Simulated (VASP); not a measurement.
Energy against volume of Ni (fcc). Method: PBE GGA, VASP's PBE PAW potentials (set 64) (plane waves; VASP 6.6.1). Numerical set-up: 520 eV cut-off, 18×18×18 Γ-centred mesh, first-order Methfessel-Paxton smearing of 0.10 eV, potentials Ni.

| V (Å³/atom) | E (eV/atom) |
|---|---|
| 10.542 | -5.46524 |
| 10.868 | -5.47197 |
| 11.194 | -5.46656 |
| 11.520 | -5.45098 |

Question: Fit these four points and predict the energy of the run at 10.216 Å³/atom.

Answer: A cubic in V^(−2/3), the third-order Birch-Murnaghan form, passes through the four points with V0 = 10.88 Å³/atom and B0 = 198 GPa, and gives -5.4440 eV/atom there. The run gave -5.4441 eV/atom, -0.1 meV/atom from the fit; all five points give B0 = 197 GPa.

The compound is Ni in the fcc structure. It was relaxed first.
